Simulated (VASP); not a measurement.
Here is the system:

```yaml
crystal:
  lattice:
    - [1.59457, -2.76188, 0.00000]
    - [1.59457, 2.76188, 0.00000]
    - [0.00000, 0.00000, 5.19066]
  atoms:
    - { symbol: Ga, position: [0.66667, 0.33333, 0.50010] }
    - { symbol: Ga, position: [0.35685, 0.69018, 0.00010] }
    - { symbol: N, position: [0.66667, 0.33333, 0.87690] }
    - { symbol: N, position: [0.33333, 0.66667, 0.37690] }
```

The numbers are results of r2SCAN meta-GGA, VASP's PBE PAW potentials (set 64) (plane waves; VASP), not measurements. Settings: 600 eV cut-off, 8×8×4 Γ-centred mesh, Gaussian smearing of 0.050 eV, potentials Ga_d N.

Q: Predict the energy per atom (σ→0), largest force.

A: 
* **energy per atom (σ→0)**: -10.946 eV/atom
* **largest force**: 1.038 eV/Å

The compound is GaN in the wurtzite structure. This cell was strained or had an atom moved on purpose.
